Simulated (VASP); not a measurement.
The cell holds one AuAl$_{2}$ (fluorite) (111) slab, with vacuum along c, ions free to move until forces fall under 0.03 eV/Å, no reconstruction beyond this cell, dipole correction on.

```
CELL_PARAMETERS angstrom
      4.24264     0.00000     0.00000
     -2.12132     3.67423     0.00000
      0.00000     0.00000    25.39231
ATOMIC_POSITIONS crystal
  Al 0.66667 0.33333 0.33605
  Al 0.33333 0.66667 0.46566
  Al 0.00000 0.00000 0.39647
  Al 0.00000 0.00000 0.60353
  Al 0.66667 0.33333 0.53434
  Al 0.33333 0.66667 0.66395
  Au 0.33333 0.66667 0.36377
  Au 0.00000 0.00000 0.50000
  Au 0.66667 0.33333 0.63623
```

Calculation: r2SCAN meta-GGA, VASP's PBE PAW potentials (set 64) (plane waves; VASP). Run with 400 eV cut-off, 8×8×1 Γ-centred mesh, first-order Methfessel-Paxton smearing of 0.10 eV, potentials Al Au.

Slab and bulk use different k-meshes, so the surface energy is good to a few per cent at best. Unless said otherwise, spin-orbit coupling is left out, though it shifts the bands of the heavy elements here.

Task: Predict its surface energy, work function, band gap (on the k-mesh).

Result: 
* **surface energy**: 1.22 J/m²
* **work function**: 4.27 eV
* **band gap (on the k-mesh)**: none (metal, semimetal or under 0.01 eV)

The cell is a thin slab with vacuum, built from AuAl2 (fluorite): (111) face.
